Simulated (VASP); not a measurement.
Level of theory: vdW-DF2, VASP's PBE PAW potentials (set 64) (plane waves; VASP).

The input files of a VASP run:

INCAR:
```
SYSTEM = ZrB2
PREC = Accurate
ENCUT = 520
EDIFF = 1E-7
NELM = 100
ALGO = Normal
LREAL = .FALSE.
LASPH = .TRUE.
ISMEAR = 1
SIGMA = 0.1
GGA = ML
ZAB_VDW = -1.8867
LUSE_VDW = .TRUE.
AGGAC = 0.0
LMAXMIX = 4
LWAVE = .FALSE.
LCHARG = .FALSE.
ISIF = 4
IBRION = 2
NSW = 30
EDIFFG = -0.01
```

### POSCAR
```
ZrB2
1
    1.6233311956    -2.8116925936     0.0000000000
    1.6233311956     2.8116925936     0.0000000000
    0.0000000000     0.0000000000     3.7122585279
Zr B
1 2
Direct
  0.0000000000   0.0000000000   0.0000000000
  0.3333330000   0.6666670000   0.5000000000
  0.6666670000   0.3333330000   0.5000000000
```

File KPOINTS:
```
Automatic mesh
0
Gamma
11 11 8
0 0 0
```

POTCAR, in this order: Zr_sv B (PBE.64 set). Program: vasp_std.

Task: What will the output report for the number of irreducible k-points (NKPTS), largest plane-wave count, number of space-group operations, FFT grid (NGX, NGY, NGZ)?

Result: 
| Property | Result |
|---|---|
| number of irreducible k-points (NKPTS) | 80 |
| largest plane-wave count | 936 |
| number of space-group operations | 24 |
| FFT grid (NGX, NGY, NGZ) | 24 × 24 × 28 |

The compound is ZrB2 in the AlB2 type structure. This cell is one point of a volume scan, at 1.06 of the reference volume. Symmetry was kept, so distortions that lower it aren't found.
